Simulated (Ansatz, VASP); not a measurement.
# CoO in two plane-wave programs, part 2 of 2

Aim: how closely do two programs agree when they are given the same cell, functional and k mesh? The cell is taken from a series of runs on this material, whose earlier steps may have relaxed, scaled, displaced or heated it; both programs get it as it stands.

VASP 6.6.1 and Ansatz 0.2.0.

So far: The structure; Ansatz: single point, PBE, pair 1; VASP: single point, PBE, pair 1.

In doubt: warnings of the run leave room for a lower electronic state (steps 2, 8), so energies may not be the lowest and differences between runs may mislead.

### 4. Differences

Known differences besides the potentials themselves: VASP starts from the moments at which Ansatz ended; the data sets hold 69 valence electrons in Ansatz (on its default PAW (the set named soft_2) files) and 45 in VASP; the cutoff is 420 eV in Ansatz and 520 eV in VASP; site moments are counted in spheres of each program's own size. Total energies have different zeros and are not compared.

Both answers:

| quantity | Ansatz | VASP | difference |
| --- | --- | --- | --- |
| total moment (μB) | 8.80 | 8.71 | +0.09 |
| moment on Co1 (μB) | 2.50 | 2.56 | -0.06 |
| moment on Co2 (μB) | 2.50 | 2.56 | -0.06 |
| moment on Co3 (μB) | 2.50 | 2.56 | -0.06 |
| moment on O4 (μB) | 0.32 | 0.30 | +0.02 |
| moment on O5 (μB) | 0.32 | 0.30 | +0.02 |
| moment on O6 (μB) | 0.32 | 0.30 | +0.02 |

### 5. Ansatz: single point, PBE, pair 2

A single point gives forces, pressure and levels at one fixed geometry, so differences don't come from the geometry; what else differs is listed under the comparison.

The cell is taken from a series of runs on this material, whose earlier steps may have relaxed, scaled, displaced or heated it; both programs get it as it stands.

Contents of input.yaml:

```yaml
crystal:
  lattice:
    - [0.0, 2.1315, 2.1315]
    - [0.0, 2.1315, -2.1315]
    - [-6.3945, -2.1315, 0.0]
  atoms:
    - { symbol: Co, position: [0.0, 0.0, 0.0], spin: 3.0 }
    - { symbol: Co, position: [0.333333333, 0.333333333, 0.666666667], spin: 3.0 }
    - { symbol: Co, position: [0.666666667, 0.666666667, 0.333333333], spin: 3.0 }
    - { symbol: O, position: [0.833333333, 0.833333333, 0.666666667] }
    - { symbol: O, position: [0.166666667, 0.166666667, 0.333333333] }
    - { symbol: O, position: [0.5, 0.5, 0.0] }
magnetization:
  spin_polarized: true
kpoints:
  mp_grid: { grid: [9, 9, 9] }
hamiltonian:
  xc: pbe
scf:
  occupations: { method: fermi_dirac, width: 0.05 }
output:
  eigenvalues: true
```

The run is started by

```
> ansatz run input.yaml --threads 4 --pin off --max-ram 8192MiB --backend cpu --events-out ev --progress --plain --runs-dir out
```

Numbers of over 12 decimals in the logs are rounded to 6 here.

What it wrote:

```text
[...]
Crystal: 6 atoms, lattice volume = 58.104 Å³
Basis set: ecut = 420 eV, 1097 PW (Γ)
Bands: 47, of which v1, the nominal top of the filled ones, is band 35 counted from 1 (34 counted from 0)
Symmetry: 48 space group operations
[...]
k-points: 75 of 729
[...]
Starting moments: Σ|m| = 9 μB on 3 of 6 sites
[...]
k-point 0 ↑: bands = [... 31 lower, 10.8204, 10.8204, 11.9151, 11.9151, 11.9205, 11.9205, 11.9205, 11.9205, ... 8 higher]
  k-point 1 ↑: bands = [... 31 lower, 10.9619, 11.0969, 11.7894, 11.8817, 11.8817, 11.9356, 11.9356, 11.9966, ... 8 higher]
  k-point 2 ↑: bands = [... 31 lower, 11.1928, 11.4457, 11.6394, 11.8333, 11.8333, 11.9155, 11.9155, 12.0278, ... 8 higher]
  k-point 74 ↓: bands = [... 31 lower, 13.9919, 13.9940, 14.3962, 14.8484, 14.8484, 14.9021, 15.3836, 15.3836, ... 8 higher]
[key lines of the parts left out:]
SCF converged after 12 iterations
Magnetization: 8.7882 μB (38.8941 up, 30.1059 down)
Free energy (F): -17076.345513 eV
Fermi energy:    13.848036 eV
```

### 6. VASP: single point, PBE, pair 2

The same cell, functional, mesh and smearing now go to VASP, with its own data sets.

Contents of INCAR:

```
SYSTEM = CoO
PREC = Accurate
ENCUT = 520
EDIFF = 1E-06
NELM = 200
ISMEAR = -1
SIGMA = 0.05
LREAL = .FALSE.
ALGO = Normal
GGA = PE
NBANDS = 36
ISPIN = 2
MAGMOM = 2.49 2.49 2.49 0.32 0.32 0.32
LASPH = .TRUE.
LMAXMIX = 4
LORBIT = 11
LWAVE = .FALSE.
LCHARG = .FALSE.
ISIF = 2
GGA_COMPAT = .FALSE.
KPAR = 2
```

Contents of POSCAR:

```
CoO
1.0
    0.0000000000      2.1315000000      2.1315000000
    0.0000000000      2.1315000000     -2.1315000000
   -6.3945000000     -2.1315000000      0.0000000000
Co O
3 3
Direct
    0.0000000000      0.0000000000      0.0000000000
    0.3333333333      0.3333333333      0.6666666667
    0.6666666667      0.6666666667      0.3333333333
    0.8333333333      0.8333333333      0.6666666667
    0.1666666667      0.1666666667      0.3333333333
    0.5000000000      0.5000000000      0.0000000000
```

Contents of KPOINTS:

```
Automatic mesh
0
Gamma
9 9 9
0 0 0
```

The projector-augmented-wave data sets are Co and O (PBE family, release 64).

The run is started by

```
> mpirun -np 2 vasp_std
```

What it wrote:

```text
[... set-up lines as in an earlier step ...]
 entering main loop
       N       E                     dE             d eps       ncg     rms          rms(c)
DAV:   1     0.428778557013E+03    0.42878E+03   -0.20003E+04 10872   0.153E+03
DAV:   2     0.971192401762E+01   -0.41907E+03   -0.37976E+03 11032   0.371E+02
DAV:   3    -0.449913392481E+02   -0.54703E+02   -0.50443E+02 11956   0.146E+02
DAV:   4    -0.468539907323E+02   -0.18627E+01   -0.18426E+01 12596   0.287E+01
[...]
DAV:  18    -0.391864362551E+02    0.38305E-05   -0.19060E-05 15688   0.851E-02    0.256E-02
DAV:  19    -0.391864356413E+02    0.61384E-06   -0.11709E-05 15616   0.422E-02    0.854E-03
DAV:  20    -0.391864353544E+02    0.28681E-06   -0.11819E-06  6616   0.802E-03
   1 F= -.39186435E+02 E0= -.39133067E+02  d E =-.106737E+00  mag=     8.6783
```

OUTCAR, selected parts (step 6):

```text
  Total       -0.8595525     -0.9218507     -0.9218507     -0.0000000      0.0000000      0.0000000
  in kB      -23.7014934    -25.4193193    -25.4193193     -0.0000000      0.0000000      0.0000000
  external PRESSURE =     -24.8467107 kB  Pullay stress =       0.0000000 kB

 POSITION                                       TOTAL-FORCE (eV/Angst)
 -----------------------------------------------------------------------------------
      0.00000      0.00000      0.00000         0.000000     -0.000000      0.000000
     -4.26300     -0.00000      0.00000         0.000000     -0.000000      0.000000
     -2.13150      2.13150      0.00000        -0.000000     -0.000000      0.000000
     -4.26300      2.13150      0.00000         0.000000      0.000000     -0.000000
     -2.13150      0.00000      0.00000         0.000000      0.000000     -0.000000
      0.00000      2.13150      0.00000         0.000000      0.000000      0.000000
 -----------------------------------------------------------------------------------
    total drift:                                0.000000      0.000000      0.000000

  FREE ENERGIE OF THE ION-ELECTRON SYSTEM (eV)
  ---------------------------------------------------
  free  energy   TOTEN  =       -39.1864353544 eV

  energy  without entropy=      -39.0796979613  energy(sigma->0) =      -39.13306666

 magnetization (x)
# of ion       s       p       d       tot
------------------------------------------
    1        0.021   0.018   2.511   2.550
    2        0.021   0.018   2.511   2.550
    3        0.021   0.018   2.511   2.550
    4        0.028   0.265   0.000   0.293
    5        0.028   0.265   0.000   0.293
    6        0.028   0.265   0.000   0.293
--------------------------------------------------
tot          0.147   0.847   7.534   8.528

[... 3 further parts left out ...]
[key lines of the parts left out:]
E-fermi :   7.8695
```

The run ends at a pressure of -2.48 GPa.

### 7. Side by side

What differs besides the data sets and the points named for the pairs above, as far as they apply: the data sets hold 69 valence electrons in Ansatz (on its default PAW (the set named soft_2) files) and 45 in VASP. Total energies have different zeros and are not compared.

Compared:

| quantity | Ansatz | VASP | difference |
| --- | --- | --- | --- |
| total moment (μB) | 8.79 | 8.68 | +0.11 |
| moment on Co1 (μB) | 2.49 | 2.55 | -0.06 |
| moment on Co2 (μB) | 2.49 | 2.55 | -0.06 |
| moment on Co3 (μB) | 2.49 | 2.55 | -0.06 |
| moment on O4 (μB) | 0.32 | 0.29 | +0.03 |
| moment on O5 (μB) | 0.32 | 0.29 | +0.03 |
| moment on O6 (μB) | 0.32 | 0.29 | +0.03 |

### 8. Ansatz: single point, PBE, pair 3

With cell and atoms fixed, the geometry can't cause a difference; cores, projectors, grids and the points listed under the comparison can.

The cell is taken from a series of runs on this material, whose earlier steps may have relaxed, scaled, displaced or heated it; both programs get it as it stands.

input.yaml, the sections that differ from step 5:

```yaml
crystal:
  lattice:
    - [0.0, -2.1315, -2.1315]
    - [-4.263, 0.0, 0.0]
    - [2.1315, 4.263, -2.1315]
  atoms:
    - { symbol: Co, position: [0.666666667, 0.666666667, 0.333333333], spin: 3.0 }
    - { symbol: Co, position: [0.333333333, 0.333333333, 0.666666667], spin: 3.0 }
    - { symbol: Co, position: [0.0, 0.0, 0.0], spin: 3.0 }
    - { symbol: O, position: [0.666666667, 0.166666667, 0.333333333] }
    - { symbol: O, position: [0.333333333, 0.833333333, 0.666666667] }
    - { symbol: O, position: [0.0, 0.5, 0.0] }
# magnetization, kpoints, hamiltonian, scf, output: as in step 5
```

The run is started by

```
> ansatz run input.yaml --threads 4 --pin off --max-ram 8192MiB --backend cpu --events-out ev --progress --plain --runs-dir out
```

What it wrote:

```text
[...]
Crystal: 6 atoms, lattice volume = 58.104 Å³
Basis set: ecut = 420 eV, 1105 PW (Γ)
Bands: 47, of which v1, the nominal top of the filled ones, is band 35 counted from 1 (34 counted from 0)
Symmetry: 24 space group operations
[...]
k-points: 125 of 729
[...]
Starting moments: Σ|m| = 9 μB on 3 of 6 sites
[...]
k-point 0 ↑: bands = [... 31 lower, 11.5420, 11.5420, 11.8884, 11.8884, 11.9591, 11.9591, 13.1393, 13.1393, ... 8 higher]
  k-point 1 ↑: bands = [... 31 lower, 11.4419, 11.6260, 11.7888, 11.8985, 11.9680, 12.0030, 12.5985, 13.5526, ... 8 higher]
  k-point 2 ↑: bands = [... 31 lower, 11.6653, 11.6909, 11.8372, 11.9634, 11.9965, 12.0067, 12.0142, 13.7798, ... 8 higher]
  k-point 124 ↓: bands = [... 31 lower, 13.9865, 13.9865, 15.0595, 15.0595, 15.8575, 15.8575, 16.4987, 16.4994, ... 8 higher]
[key lines of the parts left out:]
SCF converged after 13 iterations
Magnetization: 8.8016 μB (38.9008 up, 30.0992 down)
Free energy (F): -17076.345797 eV
Fermi energy:    13.847787 eV
```

### 9. VASP: single point, PBE, pair 3

The same cell, functional, mesh and smearing now go to VASP, with its own data sets.

INCAR: that of step 6 with these lines changed.

```diff
@@ -12,3 +12,3 @@
 ISPIN = 2
-MAGMOM = 2.49 2.49 2.49 0.32 0.32 0.32
+MAGMOM = 2.5 2.5 2.5 0.32 0.32 0.32
 LASPH = .TRUE.
```

Contents of POSCAR:

```
CoO
1.0
    0.0000000000     -2.1315000000     -2.1315000000
   -4.2630000000      0.0000000000      0.0000000000
    2.1315000000      4.2630000000     -2.1315000000
Co O
3 3
Direct
    0.6666666667      0.6666666667      0.3333333333
    0.3333333333      0.3333333333      0.6666666667
    0.0000000000      0.0000000000      0.0000000000
    0.6666666667      0.1666666667      0.3333333333
    0.3333333333      0.8333333333      0.6666666667
    0.0000000000      0.5000000000      0.0000000000
```

KPOINTS is that of step 6.

The run is started by

```
> mpirun -np 2 vasp_std
```

What it wrote:

```text
[... set-up lines as in an earlier step ...]
 entering main loop
       N       E                     dE             d eps       ncg     rms          rms(c)
DAV:   1     0.426330359276E+03    0.42633E+03   -0.20052E+04 18176   0.153E+03
DAV:   2     0.921030975128E+01   -0.41712E+03   -0.37792E+03 18420   0.369E+02
DAV:   3    -0.450425487748E+02   -0.54253E+02   -0.50096E+02 20036   0.145E+02
DAV:   4    -0.468642106771E+02   -0.18217E+01   -0.18041E+01 20680   0.284E+01
[...]
DAV:  18    -0.391860722923E+02    0.21823E-05   -0.50028E-06 20820   0.420E-02    0.194E-02
DAV:  19    -0.391860710569E+02    0.12354E-05   -0.41950E-06 20484   0.344E-02    0.703E-03
DAV:  20    -0.391860710770E+02   -0.20057E-07   -0.16199E-06 12664   0.956E-03
   1 F= -.39186071E+02 E0= -.39132846E+02  d E =-.106451E+00  mag=     8.6976
```

OUTCAR, selected parts (step 9):

```text
  Total       -0.8670798     -0.8729225     -0.8729225     -0.0000000      0.0014640      0.0000000
  in kB      -23.9090541    -24.0701630    -24.0701630     -0.0000000      0.0403681      0.0000000
  external PRESSURE =     -24.0164600 kB  Pullay stress =       0.0000000 kB

 POSITION                                       TOTAL-FORCE (eV/Angst)
 -----------------------------------------------------------------------------------
     -2.13150     -0.00000     -2.13150        -0.000000      0.000000      0.000000
      0.00000      2.13150     -2.13150        -0.000000      0.000000     -0.000000
      0.00000      0.00000      0.00000        -0.000000      0.000000     -0.000000
     -0.00000     -0.00000     -2.13150        -0.000000      0.000000     -0.000000
     -2.13150      2.13150     -2.13150         0.000000     -0.000000      0.000000
     -2.13150      0.00000      0.00000        -0.000000     -0.000000      0.000000
 -----------------------------------------------------------------------------------
    total drift:                                0.000000     -0.000000     -0.000000

  FREE ENERGIE OF THE ION-ELECTRON SYSTEM (eV)
  ---------------------------------------------------
  free  energy   TOTEN  =       -39.1860710770 eV

  energy  without entropy=      -39.0796203317  energy(sigma->0) =      -39.13284570

 magnetization (x)
# of ion       s       p       d       tot
------------------------------------------
    1        0.020   0.018   2.515   2.553
    2        0.020   0.018   2.515   2.553
    3        0.020   0.018   2.515   2.553
    4        0.028   0.267   0.000   0.295
    5        0.028   0.267   0.000   0.295
    6        0.028   0.267   0.000   0.295
--------------------------------------------------
tot          0.147   0.853   7.546   8.546

[... 3 further parts left out ...]
[key lines of the parts left out:]
E-fermi :   7.8689
```

The run ends at a pressure of -2.40 GPa.

### 10. Side by side

What differs besides the data sets and the points named for the pairs above, as far as they apply: the data sets hold 69 valence electrons in Ansatz (on its default PAW (the set named soft_2) files) and 45 in VASP. Total energies have different zeros and are not compared.

Both answers:

| quantity | Ansatz | VASP | difference |
| --- | --- | --- | --- |
| total moment (μB) | 8.80 | 8.70 | +0.10 |
| moment on Co1 (μB) | 2.50 | 2.55 | -0.06 |
| moment on Co2 (μB) | 2.50 | 2.55 | -0.06 |
| moment on Co3 (μB) | 2.50 | 2.55 | -0.06 |
| moment on O4 (μB) | 0.32 | 0.29 | +0.03 |
| moment on O5 (μB) | 0.32 | 0.29 | +0.03 |
| moment on O6 (μB) | 0.32 | 0.29 | +0.03 |

### 11. What came out

```yaml
difference_in_total_moment_single_point_pbe_pair_1: 0.090 μB
difference_in_total_moment_single_point_pbe_pair_2: 0.11 μB
difference_in_total_moment_single_point_pbe_pair_3: 0.10 μB
```

The difference in total moment is 0.090 μB (single point, PBE, pair 1). The data sets hold unlike numbers of valence electrons (69 in Ansatz and 45 in VASP), so part of the differences comes from the potentials. 5 further runs of this series are not shown here. How closely two codes agree says nothing of how well the functional describes the real material.

[Lines on the potential files, build, host, timing and source positions are cut from VASP's logs without a mark.]

[Logs are printed without paths, hosts, clocks, repeated set-up lines and the standing remarks that a program may print on its own settings, such as how far it seeks lower states.]

[Hosts, paths, dates, database ids (printed as entryN), source tags and the programs' standing remarks are cut or masked in the printed files.]
